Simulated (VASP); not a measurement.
# FeSb: accuracy against cost in the SCF threshold and smearing

Aim: find what the SCF threshold and smearing change for FeSb, and what they cost. The series runs use LDA. The SCF threshold tried: EDIFF = 0.01; EDIFF = 0.001; EDIFF = 1E-04; EDIFF = 1E-05; EDIFF = 1E-06; EDIFF = 1E-08. The smearing tried: ISMEAR = 0, SIGMA = 0.01; ISMEAR = 0, SIGMA = 0.05; ISMEAR = 0, SIGMA = 0.1; ISMEAR = 0, SIGMA = 0.2; ISMEAR = 0, SIGMA = 0.5; ISMEAR = 2, SIGMA = 0.01; ISMEAR = 2, SIGMA = 0.05; ISMEAR = 2, SIGMA = 0.1; ISMEAR = 2, SIGMA = 0.2; ISMEAR = 2, SIGMA = 0.5; ISMEAR = -5. The start is a cell from a database of measured crystal structures.

Main program and level: VASP 6.6.1; LDA, spin-polarised from a ferromagnetic start; plane waves and PAW (Fe, Sb).

The database entry behind the starting cell differs from later determinations by our own check (0.1 to 0.3 % short, probably kX units), so it need not match the best structure at ambient conditions.

### Step 1. The structure

It takes space group P6_3/mmc (No. 194, hexagonal). Conventional cell: a = 4.060 Å, b = 4.060 Å, c = 5.130 Å, α = 90.00°, β = 90.00°, γ = 120.00°. Nearest to Fe lie 2 Fe at 2.56 Å and 6 Sb at 2.67 Å. Nearest to Sb lie 6 Fe at 2.67 Å. Farther neighbours are not listed.

As a file:

```cif
data_structure
_symmetry_space_group_name_H-M 'P 1'
_symmetry_Int_Tables_number 1
_cell_length_a 4.0600
_cell_length_b 4.0600
_cell_length_c 5.1300
_cell_angle_alpha 90.000
_cell_angle_beta 90.000
_cell_angle_gamma 120.000
_cell_volume 73.23
loop_
_atom_site_label
_atom_site_type_symbol
_atom_site_fract_x
_atom_site_fract_y
_atom_site_fract_z
_atom_site_occupancy
Fe1 Fe 0.00000 0.00000 0.00000 1
Fe2 Fe 0.00000 0.00000 0.50000 1
Sb3 Sb 0.33333 0.66667 0.25000 1
Sb4 Sb 0.66667 0.33333 0.75000 1
```

### Step 2. SCF threshold: EDIFF = 0.01

EDIFF stops the electronic loop; forces need it tighter than energies do. LDA, the lowest rung, knows the local density alone.

Contents of INCAR:

```
SYSTEM = FeSb
PREC = Accurate
ENCUT = 400
EDIFF = 0.01
NELM = 100
ISMEAR = -1
SIGMA = 0.05
LREAL = .FALSE.
ALGO = Normal
GGA = CA
NBANDS = 25
ISPIN = 2
MAGMOM = 3 3 0 0
LASPH = .TRUE.
LMAXMIX = 4
LORBIT = 11
LWAVE = .FALSE.
LCHARG = .FALSE.
KPAR = 4
ISIF = 2
```

Contents of POSCAR:

```
FeSb
1.0
    4.0600000000      0.0000000000      0.0000000000
   -2.0300000000      3.5160631394      0.0000000000
    0.0000000000      0.0000000000      5.1300000000
Fe Sb
2 2
Direct
    0.0000000000      0.0000000000      0.0000000000
    0.0000000000      0.0000000000      0.5000000000
    0.3333333333      0.6666666667      0.2500000000
    0.6666666667      0.3333333333      0.7500000000
```

Contents of KPOINTS:

```
Automatic mesh
0
Gamma
6 6 5
0 0 0
```

The projector-augmented-wave data sets are Fe and Sb (PBE family, release 64).

On the command line:

```
$ mpirun -np 4 vasp_std
```

The log of the run:

```text
[banner, memory and clock lines left out]
running    4 mpi-ranks, on    1 nodes
 distrk:  each k-point on    1 cores,    4 groups
 distr:  one band on    1 cores,    1 groups

 POSCAR found type information on POSCAR FeSb
 POSCAR found :  2 types and       4 ions
|                                                                             |
|               ----> ADVICE to this user running VASP <----                  |
|                                                                             |
|     You enforced a specific xc type in the INCAR file but a different       |
|     [... a line on the potential file left out ...]
|     I HOPE YOU KNOW WHAT YOU ARE DOING!                                     |
|                                                                             |

 LDA part: xc-table for (Slater(with rela. corr.)+CA(PZ))
 , standard interpolation
 POSCAR, INCAR and KPOINTS ok, starting setup
 FFT: planning ... GRIDC
 FFT: planning ... GRID_SOFT
 FFT: planning ... GRID
 WAVECAR not read
 entering main loop
       N       E                     dE             d eps       ncg     rms          rms(c)
DAV:   1     0.134960926421E+03    0.13496E+03   -0.86988E+03  2100   0.832E+02
DAV:   2    -0.228248638465E+02   -0.15779E+03   -0.14717E+03  2155   0.212E+02
DAV:   3    -0.299862121862E+02   -0.71613E+01   -0.69326E+01  2726   0.561E+01
DAV:   4    -0.301477021071E+02   -0.16149E+00   -0.16120E+00  2409   0.822E+00
DAV:   5    -0.301529717556E+02   -0.52696E-02   -0.52693E-02  2630   0.166E+00    0.160E+01
DAV:   6    -0.344061605927E+02   -0.42532E+01   -0.28618E+01  2449   0.803E+01    0.259E+01
DAV:   7    -0.282287140443E+02    0.61774E+01   -0.26033E+01  2483   0.615E+01    0.443E+00
DAV:   8    -0.282080520375E+02    0.20662E-01   -0.82212E-01  2255   0.468E+00    0.203E+00
DAV:   9    -0.281683161215E+02    0.39736E-01   -0.92046E-02  2507   0.367E+00    0.908E-01
DAV:  10    -0.281664085734E+02    0.19075E-02   -0.25885E-03  1119   0.482E-01
   1 F= -.28166409E+02 E0= -.28147986E+02  d E =-.368449E-01  mag=     2.4523
```

The job ended after 11 s (4 MPI ranks of AMD EPYC 7R43, shared host; peak memory 0.6 GiB).

The logs omit lines about the potential files and the build; timing stands in the text.

Parts of OUTCAR (step 2):

```text
ion  position               nearest neighbor table
   1  0.000  0.000  0.000-   2 2.56   2 2.56   4 2.67   3 2.67   4 2.67   3 2.67   4 2.67   3 2.67

  LATTYP: Found a hexagonal cell.
 ALAT       =     4.0600000000
 C/A-ratio  =     1.2635467980

 Subroutine GETGRP returns: Found 24 space group operations
 (whereof 12 operations were pure point group operations)

The static configuration has the point symmetry D_3d.
 The point group associated with its full space group is D_6h.

 Found     21 irreducible k-points:

   k-points           NKPTS =     21   k-points in BZ     NKDIM =     21   number of bands    NBANDS=     25

   dimension x,y,z NGX =    28 NGY =   28 NGZ =   36
   dimension x,y,z NGXF=    56 NGYF=   56 NGZF=   72

   ENCUT  =  400.0 eV  29.40 Ry    5.42 a.u.   6.62  6.62  8.37*2*pi/ulx,y,z

   NELECT =      26.0000    total number of electrons

 k-points in reciprocal lattice and weights: Automatic mesh
   0.00000000  0.00000000  0.00000000       0.006
   0.16666667  0.00000000  0.00000000       0.033
   0.33333333  0.00000000  0.00000000       0.033
   0.50000000 -0.00000000  0.00000000       0.017
   0.16666667  0.16666667  0.00000000       0.033
   0.33333333  0.16666667  0.00000000       0.067
   0.33333333  0.33333333  0.00000000       0.011
   0.00000000  0.00000000  0.20000000       0.011
   0.16666667  0.00000000  0.20000000       0.067
[...]
0.33333333  0.16666667  0.40000000       0.133
   0.33333333  0.33333333  0.40000000       0.022

 average (electrostatic) potential at core
       1 -40.6709       2 -40.6709       3 -84.5214       4 -84.5214

 E-fermi :   7.6310

 spin component 1
 k-point     1 :       0.0000    0.0000    0.0000
  band No.  band energies     occupation
    ...
      8       5.4558      1.00000
      9       6.2881      1.00000
     10       6.2881      1.00000
     11       6.9549      1.00000
     12       6.9549      1.00000
     13       8.3284      0.00000
     14       8.3284      0.00000
     15       8.5990      0.00000
     16      10.6187      0.00000
     17      10.6187      0.00000
    ...

 k-point     2 :       0.1667    0.0000    0.0000
  band No.  band energies     occupation
    ...
      9       6.0412      1.00000
     10       6.3573      1.00000
     11       6.9392      1.00000
     12       6.9579      1.00000
     13       6.9753      1.00000
     14       7.6546      0.38442
     15       8.4285      0.00000
     16       9.5076      0.00000
     17      11.1237      0.00000
     18      11.1655      0.00000
    ...

 k-point     3 :       0.3333    0.0000    0.0000
  band No.  band energies     occupation
    ...
     10       6.1994      1.00000
     11       6.5014      1.00000
     12       6.6836      1.00000
     13       6.9104      1.00000
     14       6.9683      1.00000
     15       7.6720      0.30582
     16       8.4203      0.00000
     17      10.0715      0.00000
     18      11.7426      0.00000
     19      11.8856      0.00000
    ...

 k-point     4 :       0.5000   -0.0000    0.0000
  band No.  band energies     occupation
    ...
     11       6.2226      1.00000
     12       6.5750      1.00000
     13       6.7706      1.00000
     14       6.9137      1.00000
     15       6.9771      1.00000
     16       7.8011      0.03227
     17       9.7009      0.00000
     18      11.7025      0.00000
     19      11.9224      0.00000
     20      13.2232      0.00000
    ...

 k-point     5 :       0.1667    0.1667    0.0000
  band No.  band energies     occupation
    ...
     10       6.2730      1.00000
     11       6.4846      1.00000
     12       6.9227      1.00000
     13       6.9601      1.00000
     14       7.0161      1.00000
     15       8.0698      0.00015
     16       9.7679      0.00000
     17      10.0041      0.00000
     18      10.2313      0.00000
     19      12.8911      0.00000
    ...

 k-point     6 :       0.3333    0.1667    0.0000
  band No.  band energies     occupation
    ...
     11       6.5008      1.00000
     12       6.6593      1.00000
     13       6.9100      1.00000
     14       6.9652      1.00000
     15       7.2327      0.99965
     16       8.4631      0.00000
     17       9.1890      0.00000
     18      10.0929      0.00000
     19      12.1403      0.00000
     20      12.7248      0.00000
    ...

  Total       -6.5204974     -6.5204974     -7.1685304      0.0000000     -0.0000000      0.0000000
  in kB     -142.6563948   -142.6563948   -156.8341550      0.0000000     -0.0000000      0.0000000
  external PRESSURE =    -147.3823149 kB  Pullay stress =       0.0000000 kB

  energy-cutoff  :      400.00
  volume of cell :       73.23
      direct lattice vectors                 reciprocal lattice vectors
     4.060000000  0.000000000  0.000000000     0.246305419  0.142204500  0.000000000
    -2.030000000  3.516063139  0.000000000     0.000000000  0.284409000  0.000000000
     0.000000000  0.000000000  5.130000000     0.000000000  0.000000000  0.194931774

 POSITION                                       TOTAL-FORCE (eV/Angst)
 -----------------------------------------------------------------------------------
      0.00000      0.00000      0.00000        -0.000000      0.000000      0.000000
      0.00000      0.00000      2.56500        -0.000000      0.000000      0.000000
     -0.00000      2.34404      1.28250        -0.000000     -0.000000      0.000000
      2.03000      1.17202      3.84750         0.000000      0.000000      0.000000
 -----------------------------------------------------------------------------------
    total drift:                               -0.000000      0.000000      0.000000

  FREE ENERGIE OF THE ION-ELECTRON SYSTEM (eV)
  ---------------------------------------------------
  free  energy   TOTEN  =       -28.1664085734 eV

  energy  without entropy=      -28.1295636925  energy(sigma->0) =      -28.14798613

 total charge
# of ion       s       p       d       tot
------------------------------------------
    1        0.404   0.425   6.411   7.240
    2        0.404   0.425   6.411   7.240
    3        1.131   1.240   0.069   2.441
    4        1.131   1.240   0.069   2.441
--------------------------------------------------
tot          3.070   3.331  12.960  19.361

 magnetization (x)
# of ion       s       p       d       tot
------------------------------------------
    1        0.008   0.003   1.285   1.296
    2        0.008   0.003   1.285   1.296
    3       -0.002  -0.055  -0.002  -0.058
    4       -0.002  -0.055  -0.002  -0.058
--------------------------------------------------
tot          0.011  -0.102   2.567   2.475

[... 6 further parts left out ...]
```

The magnetic state follows from one typed start and may not be the lowest. The k-mesh is coarse for a metal. The PAW data sets were made with PBE, though LDA sets exist; this is a small mismatch.

This step gave:

- SCF cycles: 10
- electrons: 26
- bands: 25
- irreducible k-points: 21
- symmetry operations: 24
- free energy (TOTEN): -28.17 eV
- energy at zero smearing: -28.15 eV
- Fermi energy: 7.631 eV
- pressure: -14.74 GPa
- moment of the cell, from the last line of the log: 2.452 μB
- metallic: yes

Spin moment in the PAW sphere by atom:

```csv
atom,spin moment in the PAW sphere (μB)
Fe1,1.30
Fe2,1.30
Sb3,-0.06
Sb4,-0.06
```

The series starts at -7.0370 eV an atom and -14.74 GPa, after 10 cycles in 11 s.

### Step 3. SCF threshold: EDIFF = 0.001

INCAR: that of step 2 with these lines changed.

```diff
@@ -3,3 +3,3 @@
 ENCUT = 400
-EDIFF = 0.01
+EDIFF = 0.001
 NELM = 100
```

POSCAR is that of step 2.

KPOINTS is that of step 2.

On the command line:

```
$ mpirun -np 4 vasp_std
```

The log of the run:

```text
[banner, memory and clock lines left out]
running    4 mpi-ranks, on    1 nodes
[...]
[... a notice as in an earlier step ...]

 LDA part: xc-table for (Slater(with rela. corr.)+CA(PZ))
 , standard interpolation
 POSCAR, INCAR and KPOINTS ok, starting setup
[...]
entering main loop
       N       E                     dE             d eps       ncg     rms          rms(c)
[... 4 cycles as in an earlier step ...]
DAV:   5    -0.301529923144E+02   -0.52902E-02   -0.52899E-02  2694   0.166E+00    0.160E+01
DAV:   6    -0.344068255638E+02   -0.42538E+01   -0.28623E+01  2449   0.803E+01    0.259E+01
DAV:   7    -0.282287158969E+02    0.61781E+01   -0.26035E+01  2483   0.615E+01    0.443E+00
DAV:   8    -0.282080726236E+02    0.20643E-01   -0.82181E-01  2255   0.468E+00    0.203E+00
DAV:   9    -0.281683142227E+02    0.39758E-01   -0.92116E-02  2661   0.367E+00    0.908E-01
DAV:  10    -0.281664493975E+02    0.18648E-02   -0.30326E-03  2155   0.482E-01    0.331E-01
DAV:  11    -0.281656776691E+02    0.77173E-03   -0.91730E-04  1204   0.326E-01
   1 F= -.28165678E+02 E0= -.28146904E+02  d E =-.375480E-01  mag=     2.4715
```

Elapsed: 13 s, on 4 MPI ranks; peak memory 0.61 GiB.

Parts of OUTCAR (step 3):

```text
  Total       -6.4219633     -6.4219633     -7.0440119      0.0000000      0.0000000      0.0000000
  in kB     -140.5006504   -140.5006504   -154.1099214      0.0000000      0.0000000      0.0000000
  external PRESSURE =    -145.0370741 kB  Pullay stress =       0.0000000 kB

 POSITION                                       TOTAL-FORCE (eV/Angst)
 -----------------------------------------------------------------------------------
      0.00000      0.00000      0.00000         0.000000      0.000000     -0.000000
      0.00000      0.00000      2.56500         0.000000      0.000000     -0.000000
     -0.00000      2.34404      1.28250         0.000000     -0.000000      0.000000
      2.03000      1.17202      3.84750        -0.000000      0.000000      0.000000
 -----------------------------------------------------------------------------------
    total drift:                               -0.000000      0.000000      0.000000

  FREE ENERGIE OF THE ION-ELECTRON SYSTEM (eV)
  ---------------------------------------------------
  free  energy   TOTEN  =       -28.1656776691 eV

  energy  without entropy=      -28.1281296402  energy(sigma->0) =      -28.14690365

 magnetization (x)
# of ion       s       p       d       tot
------------------------------------------
    1        0.008   0.004   1.306   1.317
    2        0.008   0.004   1.306   1.317
    3       -0.002  -0.056  -0.002  -0.059
    4       -0.002  -0.056  -0.002  -0.059
--------------------------------------------------
tot          0.011  -0.104   2.608   2.516

[... 2 parts as in an earlier step ...]

[... 1 further part left out ...]
[key lines of the parts left out:]
E-fermi :   7.6424
```

Against the run before the energy moves by +0.27 meV an atom and the pressure by +0.23 GPa, after 11 cycles in 13 s.

### Step 4. SCF threshold: EDIFF = 1E-04

INCAR: that of step 3 with these lines changed.

```diff
@@ -3,3 +3,3 @@
 ENCUT = 400
-EDIFF = 0.001
+EDIFF = 1E-04
 NELM = 100
```

POSCAR is that of step 3.

KPOINTS is that of step 3.

On the command line:

```
$ mpirun -np 4 vasp_std
```

The log of the run:

```text
[... set-up lines as in an earlier step ...]
 entering main loop
       N       E                     dE             d eps       ncg     rms          rms(c)
[... 8 cycles as in an earlier step ...]
DAV:   9    -0.281683142226E+02    0.39758E-01   -0.92116E-02  2662   0.367E+00    0.908E-01
DAV:  10    -0.281664557544E+02    0.18585E-02   -0.30961E-03  2621   0.482E-01    0.331E-01
DAV:  11    -0.281656951240E+02    0.76063E-03   -0.10540E-03  2809   0.321E-01    0.185E-01
DAV:  12    -0.281654688237E+02    0.22630E-03   -0.16108E-04  1233   0.169E-01    0.434E-02
DAV:  13    -0.281654628540E+02    0.59696E-05   -0.57229E-05  1077   0.479E-02
   1 F= -.28165463E+02 E0= -.28146639E+02  d E =-.376486E-01  mag=     2.4748
```

Elapsed: 17 s, on 4 MPI ranks; peak memory 0.63 GiB.

Parts of OUTCAR (step 4):

```text
  Total       -5.8616711     -5.8616711     -6.5128239      0.0000000     -0.0000000      0.0000000
  in kB     -128.2424974   -128.2424974   -142.4885121      0.0000000     -0.0000000      0.0000000
  external PRESSURE =    -132.9911689 kB  Pullay stress =       0.0000000 kB

 POSITION                                       TOTAL-FORCE (eV/Angst)
 -----------------------------------------------------------------------------------
      0.00000      0.00000      0.00000         0.000000      0.000000     -0.000000
      0.00000      0.00000      2.56500         0.000000      0.000000     -0.000000
     -0.00000      2.34404      1.28250        -0.000000      0.000000      0.000000
      2.03000      1.17202      3.84750         0.000000     -0.000000     -0.000000
 -----------------------------------------------------------------------------------
    total drift:                               -0.000000      0.000000      0.000000

  FREE ENERGIE OF THE ION-ELECTRON SYSTEM (eV)
  ---------------------------------------------------
  free  energy   TOTEN  =       -28.1654628540 eV

  energy  without entropy=      -28.1278142119  energy(sigma->0) =      -28.14663853

 magnetization (x)
# of ion       s       p       d       tot
------------------------------------------
    1        0.008   0.004   1.309   1.320
    2        0.008   0.004   1.309   1.320
    3       -0.002  -0.056  -0.002  -0.060
    4       -0.002  -0.056  -0.002  -0.060
--------------------------------------------------
tot          0.011  -0.105   2.614   2.521

[... 2 parts as in an earlier step ...]

[... 1 further part left out ...]
[key lines of the parts left out:]
E-fermi :   7.6377
```

Against the run before the energy moves by +0.07 meV an atom and the pressure by +1.20 GPa, after 13 cycles in 17 s.

### Step 5. SCF threshold: EDIFF = 1E-05

INCAR: that of step 4 with these lines changed.

```diff
@@ -3,3 +3,3 @@
 ENCUT = 400
-EDIFF = 1E-04
+EDIFF = 1E-05
 NELM = 100
```

POSCAR is that of step 4.

KPOINTS is that of step 4.

On the command line:

```
$ mpirun -np 4 vasp_std
```

The log of the run:

```text
[... set-up lines as in an earlier step ...]
 entering main loop
       N       E                     dE             d eps       ncg     rms          rms(c)
[... 10 cycles as in an earlier step ...]
DAV:  11    -0.281656952544E+02    0.76050E-03   -0.10554E-03  2860   0.321E-01    0.185E-01
DAV:  12    -0.281654727514E+02    0.22250E-03   -0.19849E-04  2979   0.169E-01    0.450E-02
DAV:  13    -0.281654635811E+02    0.91703E-05   -0.13100E-05  1184   0.338E-02
   1 F= -.28165464E+02 E0= -.28146637E+02  d E =-.376540E-01  mag=     2.4751
```

Run time: 21 s. Hardware: 4 MPI ranks; peak memory 0.61 GiB; 78 s of CPU time.

OUTCAR, selected parts (step 5):

```text
  Total       -5.8593641     -5.8593641     -6.5134384      0.0000000      0.0000000      0.0000000
  in kB     -128.1920237   -128.1920237   -142.5019570      0.0000000      0.0000000      0.0000000
  external PRESSURE =    -132.9620015 kB  Pullay stress =       0.0000000 kB

 POSITION                                       TOTAL-FORCE (eV/Angst)
 -----------------------------------------------------------------------------------
      0.00000      0.00000      0.00000         0.000000      0.000000     -0.000000
      0.00000      0.00000      2.56500         0.000000      0.000000     -0.000000
     -0.00000      2.34404      1.28250        -0.000000      0.000000     -0.000000
      2.03000      1.17202      3.84750         0.000000     -0.000000      0.000000
 -----------------------------------------------------------------------------------
    total drift:                               -0.000000      0.000000      0.000000

  FREE ENERGIE OF THE ION-ELECTRON SYSTEM (eV)
  ---------------------------------------------------
  free  energy   TOTEN  =       -28.1654635811 eV

  energy  without entropy=      -28.1278095748  energy(sigma->0) =      -28.14663658

 magnetization (x)
# of ion       s       p       d       tot
------------------------------------------
    1        0.008   0.004   1.309   1.321
    2        0.008   0.004   1.309   1.321
    3       -0.002  -0.056  -0.002  -0.060
    4       -0.002  -0.056  -0.002  -0.060
--------------------------------------------------
tot          0.011  -0.105   2.615   2.521

[... 2 parts as in an earlier step ...]

[... 1 further part left out ...]
[key lines of the parts left out:]
E-fermi :   7.6378
```

Against the run before the energy stays within 0.01 meV an atom and the pressure within 0.01 GPa, after 13 cycles in 21 s.

[end of part 1 of 4]

[Lines on the potential files, build, host, timing and source positions are cut from VASP's logs without a mark.]

[Logs are printed without paths, hosts, clocks, repeated set-up lines and the standing remarks that a program may print on its own settings, such as how far it seeks lower states.]

[Hosts, paths, dates, database ids (printed as entryN), source tags and the programs' standing remarks are cut or masked in the printed files.]

[A measured line is paired with the nearest computed mode of its activity, which favours agreement.]
